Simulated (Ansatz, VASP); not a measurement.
# Cross-check of Nb2NF2 (Nb2NF2 MXene monolayer) between VASP and Ansatz, part 2 of 2

Aim: how closely do two programs agree when they are given the same cell, functional and k mesh? The structure shown is the end of the Ansatz relaxation below.

VASP 6.6.1 and Ansatz 0.2.0.

So far: The structure; Ansatz: relaxation, PBE with D3(BJ).

## 3. VASP: single point, PBE with D3(BJ)

Level of this step: PBE with D3(BJ), zero-moment start; plane waves and PAW (F, Nb_sv, N) (VASP).

The same cell, functional, mesh and smearing now go to VASP, with its own data sets.

Lines of VASP's logs that name or quote its potential files are left out, and so is its time.

INCAR reads:

```
SYSTEM = Nb2NF2
PREC = Accurate
ENCUT = 520
EDIFF = 1E-06
NELM = 200
ISMEAR = -1
SIGMA = 0.05
LREAL = .FALSE.
ALGO = Normal
GGA = PE
IVDW = 12
NBANDS = 31
ISPIN = 2
MAGMOM = -0 -0 -0 -0 0
LASPH = .TRUE.
LMAXMIX = 4
LORBIT = 11
LWAVE = .FALSE.
LCHARG = .FALSE.
ISIF = 2
LDIPOL = .TRUE.
IDIPOL = 3
DIPOL = 0.5 0.5 0.5
LVHAR = .TRUE.
GGA_COMPAT = .FALSE.
NELMDL = -8
KPAR = 2
```

POSCAR reads:

```
Nb2NF2
1.0
    3.2518036218      0.0000000000      0.0000000000
   -1.6259018109      2.8161445446      0.0000000000
    0.0000000000      0.0000000000     39.9555570675
F Nb N
2 2 1
Direct
    0.3333333333      0.6666666667      0.4414357725
    0.6666666667      0.3333333333      0.5585642275
    0.6666666667      0.3333333333      0.4745324753
    0.3333333333      0.6666666667      0.5254675247
    0.0000000000      0.0000000000      0.5000000000
```

KPOINTS reads:

```
Automatic mesh
0
Gamma
12 12 1
0 0 0
```

PAW data sets: F, Nb_sv and N (PBE family, release 64).

Command:

```
> mpirun -np 2 vasp_std
```

Numbers of over 12 decimals in the logs are rounded to 6 here.

The program printed:

```text
[banner, memory and clock lines left out]
running    2 mpi-ranks, on    1 nodes
 distrk:  each k-point on    1 cores,    2 groups
 distr:  one band on    1 cores,    1 groups

 POSCAR found type information on POSCAR F NbN
 POSCAR found :  3 types and       5 ions
 LDA part: xc-table for (Slater+PW92), standard interpolation
 POSCAR, INCAR and KPOINTS ok, starting setup
 FFT: planning ... GRIDC
 FFT: planning ... GRID_SOFT
 FFT: planning ... GRID
 WAVECAR not read
 entering main loop
       N       E                     dE             d eps       ncg     rms          rms(c)
DAV:   1     0.425244503700E+03    0.42524E+03   -0.22053E+04  3108   0.114E+03
DAV:   2     0.132085439090E+02   -0.41204E+03   -0.39581E+03  3255   0.382E+02
DAV:   3    -0.440084809440E+02   -0.57217E+02   -0.56268E+02  3778   0.126E+02
DAV:   4    -0.470572650528E+02   -0.30488E+01   -0.29777E+01  3928   0.309E+01
DAV:   5    -0.471771473403E+02   -0.11988E+00   -0.11743E+00  3930   0.441E+00
DAV:   6    -0.471807921514E+02   -0.36448E-02   -0.36124E-02  3813   0.828E-01
DAV:   7    -0.471809003833E+02   -0.10823E-03   -0.10791E-03  3466   0.121E-01
DAV:   8    -0.471809071452E+02   -0.67620E-05   -0.67592E-05  3933   0.249E-02    0.165E+01
DAV:   9    -0.414668786175E+02    0.57140E+01   -0.25566E+01  3442   0.343E+01    0.584E+00
DAV:  10    -0.413140841579E+02    0.15279E+00   -0.16154E+00  3577   0.985E+00    0.352E+00
DAV:  11    -0.412740780688E+02    0.40006E-01   -0.40478E-01  3176   0.352E+00    0.769E-01
DAV:  12    -0.412656671450E+02    0.84109E-02   -0.66628E-02  4200   0.174E+00    0.410E-01
DAV:  13    -0.412644137971E+02    0.12533E-02   -0.60203E-03  3256   0.619E-01    0.225E-01
DAV:  14    -0.412631183817E+02    0.12954E-02   -0.21644E-03  3360   0.333E-01    0.720E-02
[...]
DAV:  22    -0.412634592504E+02   -0.61102E-04   -0.16909E-06  2674   0.579E-03    0.147E-03
DAV:  23    -0.412634990904E+02   -0.39840E-04   -0.89563E-07  2577   0.358E-03    0.872E-04
DAV:  24    -0.412635259276E+02   -0.26837E-04   -0.74468E-07  2440   0.316E-03    0.574E-04
DAV:  25    -0.412635394383E+02   -0.13511E-04   -0.45765E-07  2318   0.297E-03    0.446E-04
DAV:  26    -0.412635430093E+02   -0.35709E-05   -0.11508E-07  2040   0.225E-03    0.253E-04
DAV:  27    -0.412635467131E+02   -0.37039E-05   -0.12199E-07  2212   0.157E-03    0.145E-04
DAV:  28    -0.412635489924E+02   -0.22792E-05   -0.66097E-08  2056   0.152E-03    0.164E-04
DAV:  29    -0.412635496326E+02   -0.64027E-06   -0.31470E-08  1976   0.106E-03
   1 F= -.42417354E+02 E0= -.42410663E+02  d E =-.133820E-01  mag=    -0.0000
```

Parts of OUTCAR (step 3):

```text
ion  position               nearest neighbor table
   1  0.333  0.667  0.441-   3 2.30   3 2.30   3 2.30
   2  0.667  0.333  0.559-   4 2.30   4 2.30   4 2.30
   3  0.667  0.333  0.475-   5 2.14   5 2.14   5 2.14   1 2.30   1 2.30   1 2.30   4 2.77   4 2.77
                             4 2.77
   4  0.333  0.667  0.525-   5 2.14   5 2.14   5 2.14   2 2.30   2 2.30   2 2.30   3 2.77   3 2.77
                             3 2.77
   5  0.000  0.000  0.500-   3 2.14   4 2.14   3 2.14   4 2.14   3 2.14   4 2.14

  LATTYP: Found a hexagonal cell.
 ALAT       =     3.2518036218
 C/A-ratio  =    12.2871986487

 Subroutine GETGRP returns: Found 12 space group operations
 (whereof 12 operations were pure point group operations)

The static configuration has the point symmetry D_3d.

 Found     19 irreducible k-points:

   k-points           NKPTS =     19   k-points in BZ     NKDIM =     19   number of bands    NBANDS=     31

   dimension x,y,z NGX =    24 NGY =   24 NGZ =  300
   dimension x,y,z NGXF=    48 NGYF=   48 NGZF=  600

   ENCUT  =  520.0 eV  38.22 Ry    6.18 a.u.   6.05  6.05 74.29*2*pi/ulx,y,z

   NELECT =      45.0000    total number of electrons

 k-points in reciprocal lattice and weights: Automatic mesh
   0.00000000  0.00000000  0.00000000       0.007
   0.08333333  0.00000000  0.00000000       0.042
   0.16666667  0.00000000  0.00000000       0.042
   0.25000000  0.00000000  0.00000000       0.042
   0.33333333  0.00000000  0.00000000       0.042
   0.41666667  0.00000000  0.00000000       0.042
   0.50000000  0.00000000  0.00000000       0.021
   0.08333333  0.08333333  0.00000000       0.042
   0.16666667  0.08333333  0.00000000       0.083
[...]
0.33333333  0.25000000  0.00000000       0.083
   0.33333333  0.33333333  0.00000000       0.014

 dipolmoment           0.000000      0.000000     -0.000000 electrons x Angstroem

 average (electrostatic) potential at core
       1 -83.7612       2 -83.7612       3 -91.6580       4 -91.6580       5 -72.6512

 E-fermi :  -1.6620

 spin component 1
 k-point     1 :       0.0000    0.0000    0.0000
  band No.  band energies     occupation
    ...
     19      -7.7609      1.00000
     20      -7.6603      1.00000
     21      -3.9435      1.00000
     22      -3.9435      1.00000
     23      -1.8336      0.96869
     24      -1.3636      0.00255
     25      -0.4768      0.00000
     26      -0.4768      0.00000
     27      -0.0649      0.00000
     28      -0.0343      0.00000
    ...

 k-point     2 :       0.0833    0.0000    0.0000
  band No.  band energies     occupation
    ...
     19      -7.8158      1.00000
     20      -7.6292      1.00000
     21      -4.0800      1.00000
     22      -3.8111      1.00000
     23      -1.8849      0.98854
     24      -1.1896      0.00008
     25      -0.5858      0.00000
     26      -0.4831      0.00000
     27      -0.2972      0.00000
     28       0.0992      0.00000
    ...

 k-point     3 :       0.1667    0.0000    0.0000
  band No.  band energies     occupation
    ...
     19      -7.9319      1.00000
     20      -7.6107      1.00000
     21      -4.3813      1.00000
     22      -3.4420      1.00000
     23      -2.0680      0.99970
     24      -1.1393      0.00003
     25      -0.4316      0.00000
     26      -0.3382      0.00000
     27      -0.1875      0.00000
     28       0.4015      0.00000
    ...

 k-point     4 :       0.2500    0.0000    0.0000
  band No.  band energies     occupation
    ...
     19      -7.9981      1.00000
     20      -7.6678      1.00000
     21      -4.7297      1.00000
     22      -2.9012      1.00000
     23      -2.1917      0.99997
     24      -1.0207      0.00000
     25      -0.2750      0.00000
     26      -0.2443      0.00000
     27       0.4601      0.00000
     28       0.7419      0.00000
    ...

 k-point     5 :       0.3333    0.0000    0.0000
  band No.  band energies     occupation
    ...
     19      -7.8921      1.00000
     20      -7.7175      1.00000
     21      -5.0477      1.00000
     22      -2.2768      1.00000
     23      -2.0568      0.99963
     24      -0.6769      0.00000
     25      -0.1895      0.00000
     26      -0.0505      0.00000
     27       0.9880      0.00000
     28       1.0156      0.00000
    ...

 k-point     6 :       0.4167    0.0000    0.0000
  band No.  band energies     occupation
    ...
     19      -7.8720      1.00000
     20      -7.6593      1.00000
     21      -5.2668      1.00000
     22      -1.7091      0.71948
     23      -1.6645      0.51231
     24      -0.3684      0.00000
     25      -0.2085      0.00000
     26       0.1135      0.00000
     27       1.0159      0.00000
     28       1.1729      0.00000
    ...

 Edisp (eV)   -1.15380

  Total      -0.14001    -0.14001    -0.14385    -0.00000     0.00000     0.00000
  in kB      -0.61309    -0.61309    -0.62991    -0.00000     0.00000     0.00000
  external pressure =       -0.62 kB  Pullay stress =        0.00 kB

  energy-cutoff  :      520.00
  volume of cell :      365.89
      direct lattice vectors                 reciprocal lattice vectors
     3.251803622  0.000000000  0.000000000     0.307521645  0.177547705  0.000000000
    -1.625901811  2.816144545  0.000000000     0.000000000  0.355095409  0.000000000
     0.000000000  0.000000000 39.955557068     0.000000000  0.000000000  0.025027808

 POSITION                                       TOTAL-FORCE (eV/Angst)
 -----------------------------------------------------------------------------------
     -0.00000      1.87743     17.63781        -0.000000      0.000000     -0.002882
      1.62590      0.93871     22.31774         0.000000      0.000000      0.002882
      1.62590      0.93871     18.96021        -0.000000      0.000000      0.015901
     -0.00000      1.87743     20.99535        -0.000000     -0.000000     -0.015901
      0.00000      0.00000     19.97778        -0.000000      0.000000      0.000000
 -----------------------------------------------------------------------------------
    total drift:                               -0.000000      0.000000     -0.000000

  FREE ENERGIE OF THE ION-ELECTRON SYSTEM (eV)
  ---------------------------------------------------
  free  energy   TOTEN  =       -42.4173539898 eV

  energy  without entropy=      -42.4039720259  energy(sigma->0) =      -42.41066301

 vacuum level on the upper side and lower side of the slab         2.276         2.276

 total charge
# of ion       s       p       d       tot
------------------------------------------
    1        1.737   4.340   0.000   6.076
    2        1.737   4.340   0.000   6.076
    3        2.136   6.016   2.564  10.716
    4        2.136   6.016   2.564  10.716
    5        1.243   2.530   0.000   3.773
--------------------------------------------------
tot          8.988  23.242   5.127  37.357

 magnetization (x)
# of ion       s       p       d       tot
------------------------------------------
    1        0.000   0.000   0.000   0.000
    2        0.000   0.000   0.000   0.000
    3        0.000  -0.000   0.000   0.000
    4        0.000  -0.000   0.000   0.000
    5       -0.000  -0.000   0.000  -0.000
--------------------------------------------------
tot          0.000  -0.000   0.000   0.000

[... 1 further part left out ...]
```

This run allows spin, but its moments start at zero, where symmetry between the spins tends to hold them. Its electron count is odd, so without a moment it is a metal by construction.

## 4. Comparison

Known differences besides the potentials themselves: Ansatz cuts the interaction across the vacuum, VASP repeats the sheet with a dipole correction; the cutoff is 420 eV in Ansatz and 520 eV in VASP. Total energies have different zeros and are not compared.

At this near-relaxed geometry the largest component of a force difference is 18 meV/Å. With vacuum in the cell, a pressure given here is an average over mostly empty space and none of the material.

## 5. What came out

- r.m.s. force difference (single point, PBE with D3(BJ)): 6.7 meV/Å

The r.m.s. force difference is 6.7 meV/Å (single point, PBE with D3(BJ)), within the 12 meV/Å picked in this series as the mark of a large difference. Such differences can come from data sets, numerical settings and the points named under the comparisons, not from the functional's error against experiment.

[Lines on the potential files, build, host, timing and source positions are cut from VASP's logs without a mark.]

[Logs are printed without paths, hosts, clocks, repeated set-up lines and the standing remarks that a program may print on its own settings, such as how far it seeks lower states.]

[Hosts, paths, dates, database ids (printed as entryN), source tags and the programs' standing remarks are cut or masked in the printed files.]
